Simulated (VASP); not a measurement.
Set up this calculation in VASP 6.6.1, as the native input.

```
Task                               : single point
Functional                         : HSE06
Potentials or basis                : VASP PAW PBE potentials, release 64 (Cd, Mg, O)
Cutoff                             : 520 eV
k mesh                             : 4 × 4 × 1
Occupations                        : fermi-dirac, width 0.05 eV
Spin                               : no spin polarisation
Grid for exact exchange (PRECFOCK) : Fast
Screening parameter                : 0.2 1/A
Further INCAR settings             : ALGO = Normal; EDIFF = 1e-07
```

Mg5CdO6:

```xyz
12
Lattice="3.0667 0.0000 0.0000 0.0000 3.0667 0.0000 0.0000 0.0000 12.9573" Properties=species:S:1:pos:R:3 pbc="T T T"
Cd    0.0000    0.0000   12.9573
Mg    1.5333    1.5333    2.3158
Mg    0.0000    0.0000    4.4156
Mg    1.5333    1.5333    6.4787
Mg    0.0000    0.0000    8.5418
Mg    1.5333    1.5333   10.6416
O     1.5333    1.5333   12.9573
O     0.0000    0.0000    2.3575
O     1.5333    1.5333    4.4068
O     0.0000    0.0000    6.4787
O     1.5333    1.5333    8.5505
O     0.0000    0.0000   10.5999
```

The cell comes from a database or a generator and needn't be the stable form of this composition.

One way to write it, as run:

POSCAR

```
Mg5CdO6                                 
1.0
    3.0666566949     -0.0000000000      0.0000000000
    0.0000000000      3.0666566949     -0.0000000000
   -0.0000000000     -0.0000000000     12.9573487341
  Cd              Mg              O             
     1     5     6
Direct
     0.0000000000000000    0.0000000000000000    1.0000000000000000
     0.5000000000000000    0.5000000000000000    0.1787221387319587
     0.0000000000000000    0.0000000000000000    0.3407779535570467
     0.5000000000000000    0.5000000000000000    0.5000000000000000
     0.0000000000000000    0.0000000000000000    0.6592220464429532
     0.5000000000000000    0.5000000000000000    0.8212778612680410
     0.5000000000000000    0.5000000000000000    1.0000000000000000
     0.0000000000000000    0.0000000000000000    0.1819413569914915
     0.5000000000000000    0.5000000000000000    0.3401003663153852
     0.0000000000000000    0.0000000000000000    0.5000000000000000
     0.5000000000000000    0.5000000000000000    0.6598996336846148
     0.0000000000000000    0.0000000000000000    0.8180586430085087
```

INCAR.step1

```
SYSTEM = Mg5CdO6
PREC = Accurate ; ENCUT = 520
EDIFF = 1E-5 ; ISMEAR = -1
SIGMA = 0.05 ; LREAL = .FALSE.
LASPH = .TRUE. ; NELM = 60
ALGO = Normal ; ISIF = 2
LWAVE = .TRUE. ; GGA = PE
```

INCAR.step2

```
SYSTEM = Mg5CdO6
PREC = Accurate ; ENCUT = 520
EDIFF = 1E-7 ; ISMEAR = -1
SIGMA = 0.05 ; LREAL = .FALSE.
LASPH = .TRUE. ; NELM = 60
ALGO = Normal ; ISIF = 2
LWAVE = .FALSE. ; LCHARG = .TRUE.
GGA = PE ; LHFCALC = .TRUE.
HFSCREEN = 0.2 ; PRECFOCK = Fast
LELF = .TRUE. ; LVHAR = .TRUE.
ISTART = 1
```

KPOINTS

```
Automatic mesh
0
G
  4 4 1
  0 0 0
```

Potentials or basis: VASP PAW PBE potentials, release 64 (Cd, Mg, O).

Command:

```bash
$ cat potpaw_PBE.64/Cd/POTCAR potpaw_PBE.64/Mg/POTCAR potpaw_PBE.64/O/POTCAR > POTCAR
$ cp INCAR.step1 INCAR
$ mpirun -np 8 vasp_std > vasp.out
$ cp INCAR.step2 INCAR
$ mpirun -np 8 vasp_std > vasp.out
```

It gave:

```yaml
Pressure: -0.6 GPa
Largest_force: 0.131 eV/Å
Band_gap_on_the_k_mesh: 3.03 eV, indirect (least direct gap 4.57 eV)
```

Caveat: the k mesh is coarse (spacing up to 0.51 Å⁻¹), so the values aren't converged, least of all with exact exchange; the PAW data sets were made with another functional, which shifts forces and pressure a little; an odd mesh through Γ misses points on the zone boundary, where band edges often lie.

Run time: 2.4 min on 8 MPI ranks on AMD EPYC 9R45 (Zen 5), on a shared host, peak memory 0.25 GiB a rank.
